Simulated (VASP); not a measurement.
Consider the following.

```yaml
crystal:
  lattice:
    - [4.22197, 0.00000, 0.00000]
    - [0.00000, 5.67410, 0.00000]
    - [0.00000, 0.00000, 21.03260]
  atoms:
    - { symbol: Sn, position: [0.50857, 0.22284, 0.45759] }
    - { symbol: Sn, position: [0.99917, 0.77711, 0.38607] }
    - { symbol: Sn, position: [0.51335, 0.20876, 0.61413] }
    - { symbol: Sn, position: [0.02041, 0.76438, 0.53659] }
    - { symbol: O, position: [0.72030, 0.89005, 0.46783] }
    - { symbol: O, position: [0.24721, 0.12836, 0.37972] }
    - { symbol: O, position: [0.73756, 0.89972, 0.61401] }
    - { symbol: O, position: [0.25342, 0.10877, 0.54407] }
```

Calculation: PBEsol GGA, VASP's PBE PAW potentials (set 64) (plane waves; VASP). Numerical set-up: EDIFF = 1E-04, 280 eV cut-off, 4×4×1 Γ-centred mesh, Gaussian smearing of 0.20 eV, potentials Sn_d O.

At this cut-off the stress carries a Pulay error, which pulls relaxed volumes low. The cell holds a wide vacuum, so values per volume refer to the whole cell.

Give the force on each atom (eV/Å).

```
atom      Fx      Fy      Fz
----  ------  ------  ------
Sn1   -0.273   0.512  -0.354
Sn2    0.554   1.873   0.204
Sn3    1.452   0.119   1.876
Sn4   -0.312   0.737   2.297
O5     0.084  -0.088  -1.395
O6    -0.768  -1.983   0.772
O7     0.726  -0.406  -0.849
O8    -1.463  -0.764  -2.551
```

Give the stress tensor in GPa (positive for a compressed cell).

```
-8.85  -0.33   1.44
-0.33  -9.93  -0.13
 1.44  -0.13  -7.93
```
The pressure is its mean diagonal, -8.90 GPa.

The cell is a sheet with vacuum, built from a database entry that may be metastable or hypothetical.
